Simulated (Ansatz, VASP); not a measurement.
# Ta2NF2 (Ta2NF2 MXene monolayer) in two plane-wave programs

Wanted: the spread between two codes on one cell, functional and k mesh. The structure shown is the start of the Ansatz relaxation below; VASP solves that cell, so the two are compared at the walk's first step.

Calculated with Ansatz 0.2.0; plane waves, with VASP 6.6.1 beside it; single point at PBE with D3(BJ).

### 1. Starting point

The cell holds 5 atoms: 2 F, 2 Ta and 1 N. Its edges and angles: a = 3.155 Å, b = 3.155 Å, c = 40.180 Å, α = 90.0°, β = 90.0°, γ = 120.0°. Vacuum lies along c.

### 2. Ansatz: relaxation, PBE with D3(BJ)

Ansatz runs on its default PAW (the set named soft_2) files.

The two programs are compared at the cell with which this relaxation starts, whose forces are those of its first step.

File input.yaml:

```yaml
crystal:
  lattice:
    - [3.15458, 0.0, 0.0]
    - [-1.57729, 2.7319464183, 0.0]
    - [0.0, 0.0, 40.1802396943]
  atoms:
    - { symbol: F, position: [0.3333333333, 0.6666666667, 0.4430038281] }
    - { symbol: Ta, position: [0.6666666667, 0.3333333333, 0.4690217571], spin: 1.0 }
    - { symbol: "N", position: [0.0, 0.0, 0.5] }
    - { symbol: Ta, position: [0.3333333333, 0.6666666667, 0.5309782429], spin: 1.0 }
    - { symbol: F, position: [0.6666666667, 0.3333333333, 0.5569961719] }
  periodic: [true, true, false]
magnetization:
  spin_polarized: true
kpoints:
  mp_grid: { grid: [12, 12, 1] }
hamiltonian:
  xc: pbe
  dispersion: d3bj
scf:
  occupations: { method: fermi_dirac, width: 0.05 }
  convergence: { dr2_threshold: 1.0e-09 }
relax:
  f_tol: 0.004
  max_steps: 90
  cell: {}
output:
  write_potential: true
  write_density: true
  volumetric_format: npy
```

Command:

```bash
> ansatz run input.yaml --threads 4 --pin off --max-ram 6144MiB --backend cpu --events-out ev --progress --plain --runs-dir out
```

Numbers of over 12 decimals in the logs are rounded to 6 here.

The log of the run:

```text
Warning: relax.cell: scf.convergence.dr2_threshold = 1e-9 eV is looser than the 2.35201819331e-10 eV advised for a relaxation that steers and ends on the stress (1e-10 eV for each atom of the cell: 5, times the square of relax.cell.stress_2d_tol = 0.05 N/m over 14.6 Å (the atoms' height at the walk's start and 5 Å past either face), 3.429e-2 GPa, over a crystal's default 0.05). What an SCF threshold leaves in a stress goes as its square root, and in the free energy as the threshold itself, and one threshold admits the most on a small cell: [figures from the program's tests cut] Set scf.convergence.dr2_threshold to 2.35201819331e-10 eV or tighter. [rest of the remark cut]
Engine: ansatz 0.2.0, x86_64-unknown-linux-gnu
Pseudopotentials: kind: paw
Pseudopotential: F, paw, valence charge 7, recommended cutoff 420 eV (normal), F.paw.azcp
Pseudopotential: Ta, paw, valence charge 13, recommended cutoff 420 eV (normal), Ta.paw.azcp
Pseudopotential: N, paw, valence charge 5, recommended cutoff 420 eV (normal), N.paw.azcp
Functional definition: PBE
  parameter kappa = 0.804
  parameter beta = 0.066725
  exchange = pbe_x(kappa = kappa, mu = beta*pi^2/3)
  correlation = pbe_c(beta = beta)
Crystal: 5 atoms, lattice volume = 346.279 Å³
Basis set: ecut = 420 eV, 6687 PW (Γ), exchange–correlation on 48×48×540 points (8 copies of the dense FFT grid, shifted against one another)
Bands: 29, of which v1, the nominal top of the filled ones, is band 23 counted from 1 (22 counted from 0)
Symmetry: 12 space group operations
Space group: P-3m1 (ITA 164), of the structure as read, at distance tolerance 7.0e-5 Å
Magnetic group: BNS 164.85 (UNI 1315), of the structure as read, at distance tolerance 7.0e-5 Å
k-points: 19 of 144
Non-local potential: F, projectors of the file, l = 0: 2, l = 1: 2, l = 2: 1
Non-local potential: Ta, projectors of the file, l = 0: 3, l = 1: 2, l = 2: 2, l = 3: 1
Non-local potential: N, projectors of the file, l = 0: 2, l = 1: 2, l = 2: 1
PAW form: soft (Blöchl's): semilocal exchange-correlation on the pseudo side does not see the compensation charge
PAW one-centre angular grid: F, 110 points (default); XC on 64 Gauss nodes
PAW one-centre angular grid: Ta, 590 points (default); XC on 64 Gauss nodes
PAW one-centre angular grid: N, 110 points (default); XC on 64 Gauss nodes
Initial density: superposition of atomic densities (neutral atoms: chi_scale 0, normalization atom)
Starting moments: Σ|m| = 2 μB on 2 of 5 sites
Initial wavefunctions: pseudopotential atomic-orbital guess
Functional: x = pbe(κ = 0.804, μ = 0.219515), c = pbe(β = 0.066725)
SCF iter   1: F=—  HF=-21869.490738 eV  |F-HF|=—  |Δ(HF+E_count)|=         —  Δρ=2.82e-2 (↑2.82e-2 ↓2.54e-2)  dr2=1.56e1  dr2_m=9.57e-2  M=0.989 μB ∫|m|=0.998 μB  β_m=0.30  ethr=3.10e-3  ⟨swp⟩=15.1  Hψ=8506  notcnv=0
Mixer restart at iter 1: flushing history
preconditioner: auto → LDOS  [metal: Δε(μ)=0.006 eV  Ē_g=11.238 eV  σ=0.050 eV  W_gap=0.03  n_scr=24 (ndim 8)  ℏωp=10.0 eV  f_vac=0.805  D(μ)=2.86/eV (n_scr^D=14)]
spin=Collinear: LDOS preconditioning applied to the charge; magnetization (m = ρ↑ − ρ↓) channel mixes plain (no charge-response kernel on spin).
SCF iter   2: F=—  HF=-21867.769780 eV  |F-HF|=—  |Δ(HF+E_count)|=    1.72e0  Δρ=2.01e-2 (↑2.01e-2 ↓1.81e-2)  dr2=8.25e0  dr2_m=5.04e-2  M=0.965 μB ∫|m|=0.971 μB  β_m=0.59  ethr=3.10e-3  ⟨swp⟩=3.3  Hψ=2350  notcnv=0  defer=15
SCF iter   3: F=—  HF=-21866.045563 eV  |F-HF|=—  |Δ(HF+E_count)|=    1.72e0  Δρ=4.38e-3 (↑4.38e-3 ↓4.13e-3)  dr2=2.01e-1  dr2_m=5.58e-3  M=0.825 μB ∫|m|=0.828 μB  β_m=0.64  ethr=3.10e-3  ⟨swp⟩=5.9  Hψ=3329  notcnv=0  defer=16
SCF iter   4: F=—  HF=-21866.086399 eV  |F-HF|=—  |Δ(HF+E_count)|=         —  Δρ=1.81e-3 (↑1.81e-3 ↓1.74e-3)  dr2=1.17e-2  dr2_m=4.39e-3  M=0.633 μB ∫|m|=0.638 μB  β_m=0.64  ethr=4.47e-4  ⟨swp⟩=4.0  Hψ=2681  notcnv=0  defer=13
SCF iter   5: F=—  HF=-21866.093716 eV  |F-HF|=—  |Δ(HF+E_count)|=   7.32e-3  Δρ=8.22e-4 (↑8.22e-4 ↓8.11e-4)  dr2=1.58e-3  dr2_m=1.63e-3  M=0.574 μB ∫|m|=0.580 μB  β_m=0.82  ethr=2.59e-5  ⟨swp⟩=3.7  Hψ=2745  notcnv=0  defer=13
SCF iter   6: F=—  HF=-21866.096265 eV  |F-HF|=—  |Δ(HF+E_count)|=   2.55e-3  Δρ=2.68e-4 (↑2.68e-4 ↓2.64e-4)  dr2=2.63e-4  dr2_m=1.95e-4  M=0.489 μB ∫|m|=0.496 μB  β_m=0.91  ethr=3.52e-6  ⟨swp⟩=3.5  Hψ=2670  notcnv=0  defer=13
[...]
SCF iter   1: F=—  HF=-21868.260114 eV  |F-HF|=—  |Δ(HF+E_count)|=         —  Δρ=2.33e-5 (↑2.33e-5 ↓2.33e-5)  dr2=4.42e-7  dr2_m=2.94e-12  M=-0.000 μB ∫|m|=0.000 μB  β_m=0.65  ethr=7.28e-8  ⟨swp⟩=8.1  Hψ=14526  notcnv=0
preconditioner: auto → Resta (q_TF=auto, 1.916 Å⁻¹)  ε∞=2.0  [insulator: Δε(μ)=0.155 eV  Ē_g=9.508 eV  σ=0.050 eV  W_gap=0.53  n_scr=24 (ndim 8)  ℏωp=9.6 eV  f_vac=0.819  D(μ)=1.73/eV (n_scr^D=10)  ε∞_Penn≈2.0  vacuum switching on, ρ_ref=6.6e-3 e/Å³]
spin=Collinear: Resta preconditioning applied to the charge; magnetization (m = ρ↑ − ρ↓) channel mixes plain (no charge-response kernel on spin).
SCF iter   2: F=—  HF=-21868.260832 eV  |F-HF|=—  |Δ(HF+E_count)|=   7.18e-4  Δρ=8.42e-6 (↑8.41e-6 ↓8.42e-6)  dr2=1.74e-7  dr2_m=6.28e-13  M=-0.000 μB ∫|m|=0.000 μB  β_m=0.49  ethr=9.83e-10  ⟨swp⟩=4.4  Hψ=3028  notcnv=0
SCF iter   3: F=—  HF=-21868.260971 eV  |F-HF|=—  |Δ(HF+E_count)|=   1.39e-4  Δρ=4.75e-6 (↑4.75e-6 ↓4.75e-6)  dr2=2.32e-8  dr2_m=2.67e-13  M=-0.000 μB ∫|m|=0.000 μB  β_m=0.51  ethr=3.87e-10  ⟨swp⟩=3.4  Hψ=2022  notcnv=0
SCF iter   4: F=—  HF=-21868.261087 eV  |F-HF|=—  |Δ(HF+E_count)|=   1.17e-4  Δρ=5.82e-7 (↑5.80e-7 ↓5.82e-7)  dr2=2.60e-9  dr2_m=3.11e-14  M=-0.000 μB ∫|m|=0.000 μB  β_m=0.48  ethr=5.17e-11  ⟨swp⟩=4.4  Hψ=2627  notcnv=0
SCF iter   5: F=-21868.261092 eV  HF=-21868.261091 eV  |F-HF|=8.48e-7  |Δ(HF+E_count)|=   3.87e-6  Δρ=1.76e-7 (↑1.76e-7 ↓1.75e-7)  dr2=7.08e-10  dr2_m=1.21e-14  M=-0.000 μB ∫|m|=0.000 μB  ethr=2.22e-12  ⟨swp⟩=15.6  Hψ=10536  notcnv=0
the starting moments were not kept: the SCF closed with an absolute magnetisation of 1.2e-7 μB, where they sum to 2 μB in size (2 sites). That is at most 0.1 of that sum. Measured as dr2_m measures the in/out step, that magnetisation stands 1.7e-15 eV from none, at or under the dr2_threshold of 1.0e-9 eV: it is no larger than a step whose dr2_m would equal this threshold.
SCF 12 converged in 5 iterations: F = -21868.261092 eV  dr2 = 7.08e-10
relax step  12: F+E_penalty+E_count = -21868.26109185 eV  Δ(F+E_penalty+E_count) = -1.387e-3 eV  max|allowed force component| = 6.052e-5 eV/Å  Δτ_max = 0.0000 Å  P = +0.011 N/m  Ω = 374.577 Å³  fix = [c, alpha, beta]  reactions: c +0.000 N/m  stress off target by 1.12e-2 N/m on what of the cell is left free  SCF on the basis re-selected at this cell (its energy is not comparable with the rows above)  (5 SCF iters)
basis re-selected at this cell: Δ(F+E_penalty+E_count) = -1.387e-3 eV, ΔP = +0.011 N/m vs the last step (what re-selecting the basis moved, of the pressure what is left beyond the Pulay correction that the steps carried, after the strain that the cell walked since its last selection, with what the two solves' SCF thresholds leave and, on support functions, any second-order correction that the steps lacked; it is no m [...]
WARN: The output density's exchange-correlation potential varies sharply where the density is thin. Do not read a vacuum level from v_tot or v_xc, or from such a field of the output density. On a cell that repeats whose density bears no net charge and no dipole along the vacuum's axis use v_es (v_loc + v_h of the components); under efield.dipole_correction with no amplitude use v_es + v_field, which holds any externa [...]
SCF converged after 5 iterations
Magnetization: -0.0000 μB (22.5000 up, 22.5000 down)
Absolute magnetization: 0.0000 μB (∫|ρ↑−ρ↓|, with the PAW one-centre terms)
Spin contamination: 0.0000 ħ² per cell (⟨S²⟩ above its minimum at these occupations)
Per-site moments (μB) at R_I (Å): [(-7.967063676954586e-9, 0.956369), (-4.06310110987145e-9, 0.882504), (-6.134524739651648e-9, 0.882504), (-4.063101021413404e-9, 0.882504), (-7.967063764282664e-9, 0.956369)]
Free energy (F): -21868.261092 eV
Harris-Foulkes:  -21868.261091 eV  (|F-HF|=8.48e-7)
Internal energy: -21868.246982 eV  (E = F + TS)
E sigma→0 (E₀):  -21868.254037 eV
Entropy (-TS):   -0.014110 eV (-2.822 meV/atom)
Fermi energy:    -3.586191 eV
--- Per-component energies (eV) ---
  E_band       = -1159.570054
  E_kinetic    = 1283.308362
  E_local      = -164375.564248  (includes V_loc(G=0)·N_el)
  E_nonlocal   = 222.986680
  E_hartree    = 81389.323733
  E_xc         = -657.746402
  E_vxc        = -690.619811  (∫ρ·V_xc dr)
  E_paw        = -17322.463926  (= ΣΔE_a)
  E_vpaw       = -378.341234  (= ΣTr[D̂ρ^β])
  E_aug_tail   = 0.004561  (compensation charges beyond the density's cutoff)
  E_ewald      = 77592.921694
  E_disp       = -1.017436  (pairwise vdW)
  E_smearing   = -0.014110  (= −TS)
  E_closure    = -0.000000  (closes the sum)
  Σ components = -21868.261092   (vs F -21868.261092, Δ=0.00e0)
--- Forces (eV/Å), atoms counted from 1 ---
  atom   1  F      0.00000000    -0.00000000     0.00006052
  atom   2  Ta     0.00000000     0.00000000    -0.00003144
  atom   3  N      0.00000000    -0.00000000     0.00000000
  atom   4  Ta    -0.00000000    -0.00000000     0.00003144
  atom   5  F     -0.00000000     0.00000000    -0.00006052
  max |Σ_I F_I| component: 2.08e-17 eV/Å
--- 2D stress c σ (N/m, compression-positive) ---
        0.011236       0.000000      -0.000000
        0.000000       0.011236      -0.000000
       -0.000000      -0.000000       0.000000
  P = ½ c Tr σ = 0.0112 N/m
--- Band table (eV; the first three rows and the last of 38) ---
  k-point 0 ↑: bands = [... 19 lower, -10.0475, -6.0202, -6.0202, -4.2674, -3.6997, -2.5069, -1.9905, -1.9905, ... 2 higher]
  k-point 1 ↑: bands = [... 19 lower, -10.0178, -6.1938, -5.8812, -4.0904, -3.3680, -2.6896, -2.4405, -2.0069, ... 2 higher]
  k-point 2 ↑: bands = [... 19 lower, -10.0004, -6.5396, -5.4904, -3.9601, -2.9287, -2.7282, -2.4423, -1.9628, ... 2 higher]
  k-point 18 ↓: bands = [... 19 lower, -10.1781, -5.2417, -5.2417, -5.1528, -1.5400, -1.5400, -1.2756, -0.3472, ... 2 higher]
  the weakly bound empty levels are not read free of the cell's end (no_gap_told)
--- Relaxed structure (10 steps of the walk, 9 accepted, 2 SCFs on fresh bases) ---
  F+E_penalty+E_count = -21868.26109185 eV   max|allowed force component| = 6.052e-5 eV/Å   (the final SCF, on the basis selected at the relaxed cell)
  cell:  # Å, volume = 374.5773 Å³
    - [3.280947, 0, 0]
    - [-1.640473, 2.841383, 0]
    - [0, 0, 40.1802396943]
  atoms:
    - { symbol: F, position: [0.333333, 0.666667, 0.441981] }
    - { symbol: Ta, position: [0.666667, 0.333333, 0.475251] }
    - { symbol: N, position: [0, 0, 0.500000] }
    - { symbol: Ta, position: [0.333333, 0.666667, 0.524749] }
    - { symbol: F, position: [0.666667, 0.333333, 0.558019] }
```

(Part 1 of 2 ends here.)

[Lines on the potential files, build, host, timing and source positions are cut from VASP's logs without a mark.]

[Logs are printed without paths, hosts, clocks, repeated set-up lines and the standing remarks that a program may print on its own settings, such as how far it seeks lower states.]

[Hosts, paths, dates, database ids (printed as entryN), source tags and the programs' standing remarks are cut or masked in the printed files.]
